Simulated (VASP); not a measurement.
Set up this calculation in VASP 6.6.1, as the native input.

```yaml
Task: single point
Functional: PBE
Potentials_or_basis: VASP PAW PBE potentials, release 64 (Os, Lu, Si)
Cutoff: 520 eV
k_mesh: 4 × 3 × 3
Occupations: methfessel-paxton, width 0.15 eV
Spin: no spin polarisation
Dipole_correction: no
Further_INCAR_settings: ALGO = Normal; EDIFF = 1e-06; NBANDS = 32
```

The structure of LuSi2Os2 lies in POSCAR:

```
LuSi2Os2
1.0
    4.0068350000     -0.1973380000      0.4637380000
   -0.6852630000      4.3821140000      0.4801760000
    0.8922970000      0.0088410000      5.3977950000
Os Lu Si
2 1 2
Direct
    0.1744531976      0.9580462582      0.5982721839
    0.8424866580      0.9546978308      0.0885535550
    0.1851595425      0.4904672120      0.2488154700
    0.5239292116      0.1990099849      0.8378805228
    0.5972725772      0.6752839659      0.5578842575
```

The cell was built by a generator and needn't be a form met in nature.

These files were run (other wordings do the same):

INCAR

```
ALGO = Normal
EDIFF = 1E-6
ENCUT = 520
GGA = PE
ISIF = 2
ISMEAR = 1
LASPH = True
LCHARG = True
LELF = True
LREAL = False
LVHAR = True
LWAVE = False
NBANDS = 32
NELM = 100
PREC = Accurate
SIGMA = 0.15
```

KPOINTS

```
k-points
0
Gamma
  4 3 3
```

Potentials or basis: VASP PAW PBE potentials, release 64 (Os, Lu, Si).

Command:

```console
$ cat potpaw_PBE.64/Os/POTCAR potpaw_PBE.64/Lu/POTCAR potpaw_PBE.64/Si/POTCAR > POTCAR
$ mpirun -np 1 vasp_std > vasp.out
```

Results of the run:

The pressure is -2.5 GPa and the largest force is 1.966 eV/Å. The band gap on the k mesh is none (metal or under the smearing width).

Caveat: the k mesh is coarse (spacing up to 0.48 Å⁻¹), so the values aren't converged.

It took 45 s on 1 thread of Intel(R) Xeon(R) 6975P-C (Granite Rapids), with other jobs on the host, peak memory 0.24 GiB.
